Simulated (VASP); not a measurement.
Data:

```yaml
crystal:
  lattice:
    - [4.45602, 0.00000, 0.00000]
    - [0.00000, 4.45602, 0.00000]
    - [0.00000, 0.00000, 4.45602]
  atoms:
    - { symbol: Cs, position: [0.00000, 0.00000, 0.00000] }
    - { symbol: Br, position: [0.50000, 0.50000, 0.50000] }
```

Level of theory: vdW-DF2, VASP's PBE PAW potentials (set 64) (plane waves; VASP). Run with 520 eV cut-off, 6×6×6 Γ-centred mesh, Gaussian smearing of 0.050 eV, potentials Cs_sv Br.

Unless said otherwise, spin-orbit coupling is left out, though it shifts the bands of the heavy elements here.

Problem. Predict the energy per atom (σ→0), band gap (on the k-mesh) with the smallest direct gap where there is one.

Solution. 
| Item | Result |
|---|---|
| band gap (on the k-mesh) | 3.87 eV |
| smallest direct gap (on the k-mesh) | 3.90 eV |
| energy per atom (σ→0) | -95.1 kJ/mol-atom |

The compound is CsBr in the CsCl type structure. This cell is one point of a volume scan, at 1.03 of the reference volume.
